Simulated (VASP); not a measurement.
Here is the system:

```yaml
crystal:
  lattice:
    - [6.98423, 0.00000, 0.00000]
    - [0.00000, 6.98423, 0.00000]
    - [0.00000, 0.00000, 4.22837]
  atoms:
    - { symbol: Ba, position: [0.00000, 0.00000, 0.00000] }
    - { symbol: Ba, position: [0.50000, 0.50000, 0.00000] }
    - { symbol: S, position: [0.00000, 0.50000, 0.21023] }
    - { symbol: S, position: [0.50000, 0.00000, 0.78977] }
    - { symbol: S, position: [0.17866, 0.32134, 0.47417] }
    - { symbol: S, position: [0.67866, 0.17866, 0.52583] }
    - { symbol: S, position: [0.32134, 0.82134, 0.52583] }
    - { symbol: S, position: [0.82134, 0.67866, 0.47417] }
```

All values below come from PBE GGA, VASP's PBE PAW potentials (set 64) (plane waves; VASP). Run with 400 eV cut-off, 4×4×6 Γ-centred mesh, tetrahedra with Blöchl corrections, potentials Ba_sv S.

The cores are frozen, which limits the accuracy of field gradients.

Q: Give the principal components of the electric field gradient (V/Å²) and the asymmetry η at each nucleus.

A: 
```
atom     Vxx     Vyy     Vzz     η
----  ------  ------  ------  ----
Ba1     14.4    14.4   -28.9  0.00
Ba2     14.4    14.4   -28.9  0.00
S3     200.0    51.8  -251.8  0.59
S4     200.0    51.8  -251.8  0.59
S5    -138.5  -107.7   246.2  0.12
S6    -138.5  -107.7   246.2  0.12
S7    -138.5  -107.7   246.2  0.12
S8    -138.5  -107.7   246.2  0.12
```

The compound is BaS3 in the sg113 structure. It was relaxed first.
